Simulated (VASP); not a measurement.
The system is NbVTe4.

```
Nb V Te
1.0
     4.26386    0.00000    0.00000
    -2.13193    3.69261    0.00000
     0.00000    0.00000    8.86371
Nb V Te
1 1 4
Direct
  0.00000 0.00000 0.50000
  0.00000 0.00000 0.00000
  0.33333 0.66667 0.74327
  0.33333 0.66667 0.25673
  0.66667 0.33333 0.74327
  0.66667 0.33333 0.25673
```

The cell was built by a generator and needn't be a form met in nature.

| Item | Value |
| --- | --- |
| Program | VASP 6.6.1 |
| Task | relaxation of cell and atoms |
| Functional | PBE |
| Potentials or basis | VASP PAW PBE potentials, release 64 (Nb_sv, V_sv, Te) |
| Cutoff | 520 eV |
| k mesh | 4 × 4 × 2 |
| Occupations | gaussian, width 0.15 eV |
| Spin | collinear spin, ferromagnetic start |
| Starting moments | [0.0, 2.0, 0.0, 0.0, 0.0, 0.0] μB |

At the start: pressure 36.6 GPa; volume 23.26 Å³/atom.

Task: Where does the relaxation end?

Result: Over 16 steps the energy falls by 1847.2 meV/atom and the volume is 25.18 Å³/atom (+8.3 %); space group P6/mmm (No. 191, to 0.05 Å); moment 3.12 μB per cell.

Step by step:
```csv
step,energy change (eV),largest force (eV/Å),pressure (GPa),volume (Å³)
1,0.0000,0.3651,36.62,139.56
2,-1.2414,0.1480,4.28,261.21
3,-3.8371,0.1542,-10.50,281.93
4,-5.0522,0.1807,-8.72,266.84
5,-5.2470,0.1819,-9.07,263.89
6,-9.6235,0.1071,-5.69,179.43
7,-10.0286,0.0481,-0.59,158.29
8,-10.6318,0.0376,-0.29,152.06
9,-10.6583,0.0425,0.04,151.49
10,-10.6907,0.0330,0.34,150.35
11,-10.7765,0.0561,1.57,148.03
12,-10.9507,0.1081,4.05,143.26
13,-10.9595,0.3397,1.59,149.41
14,-11.0391,0.2177,2.48,146.44
15,-11.0812,0.0110,-0.35,151.98
16,-11.0831,0.0176,-0.10,151.09
```

Final structure:
```
Nb V Te
1.0
     5.31394    0.00000    0.00000
    -2.65697    4.60200    0.00000
     0.00000    0.00000    6.17839
Nb V Te
1 1 4
Cartesian
  0.0000 0.0000 3.0892
  0.0000 0.0000 0.0000
  0.0000 3.0680 4.5715
  0.0000 3.0680 1.6069
  2.6570 1.5340 4.5715
  2.6570 1.5340 1.6069
```

Caveat: the k mesh is coarse (spacing up to 0.43 Å⁻¹), so the values aren't converged; the relaxation stopped at a loose force limit of 0.08 eV/Å, so its end isn't a converged minimum.
